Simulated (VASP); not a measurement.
```
CELL_PARAMETERS angstrom
      3.50474     0.00000     0.00000
     -1.75237     3.03519     0.00000
      0.00000     0.00000     5.52767
ATOMIC_POSITIONS crystal
  Pt 0.00000 0.00000 0.00000
  S  0.66667 0.33333 0.77966
  S  0.33333 0.66667 0.22034
```

Computed with PBE GGA, VASP's PBE PAW potentials (set 64) (plane waves; VASP). Settings: 300 eV cut-off, 6×6×3 Γ-centred mesh, Fermi-Dirac smearing of 0.050 eV, potentials Pt S.

At this cut-off the stress carries a Pulay error, which pulls relaxed volumes low.

Problem. Predict the energy per atom (σ→0), pressure, largest force.

Solution. 
* **energy per atom (σ→0)**: -5.126 eV/atom
* **pressure**: 6.70 GPa
* **largest force**: 0.560 eV/Å

The absolute energy has meaning only against runs of the same code, potentials and settings.

The structure comes from a computed database's PtS2 entry; how it stands against other phases isn't given here. The cell was not relaxed at this level.
